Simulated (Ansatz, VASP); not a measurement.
**One calculation of Pt2F, two programs**

```xyz
3
Lattice="0.0000 2.8524 2.8524 2.8524 0.0000 2.8524 2.8524 2.8524 0.0000" Properties=species:S:1:pos:R:3 pbc="T T T"
Pt    1.4262    1.4262    1.4262
Pt    4.2786    4.2786    4.2786
F     0.0000    0.0000    0.0000
```

The cell was built by a generator and needn't be a form met in nature.

Alike in both runs: task relaxation of cell and atoms; functional PBE; k mesh 8 × 8 × 8; occupations fermi-dirac, width 0.05 eV; no spin polarisation.

|  | VASP | Ansatz |
| --- | --- | --- |
| version | VASP 6.6.1 | Ansatz 0.2.0 |
| potentials or method | VASP PAW PBE potentials, release 64 (Pt, F) | Ansatz PAW |
| plane-wave cutoff (eV) | 900 | 420 |
| valence electrons in the cell | 27 | 43 |

|  | VASP | Ansatz | Ansatz less VASP |
| --- | --- | --- | --- |
| gap on the k mesh at the Fermi level, each at its own relaxed structure (eV) | none | none | - |
| relaxed volume (Å³/atom) | 15.46 | 15.49 | +0.021 |
| relaxed cell length with the largest relative difference (Å) | 4.033 | 4.035 | +0.0019 |

A gap of «none» marks a metal or a gap that the smearing closes. The two sets of potentials don't hold the same shells in valence.

Caveats: an odd number of electrons without spin polarisation forces a metal; a magnetic or distorted state may lie lower; the plane-wave basis is chosen anew once the cell has moved, so the energies of steps on either side of that aren't comparable (Ansatz). The runs have no spin-orbit coupling, so splittings on Pt are missing.
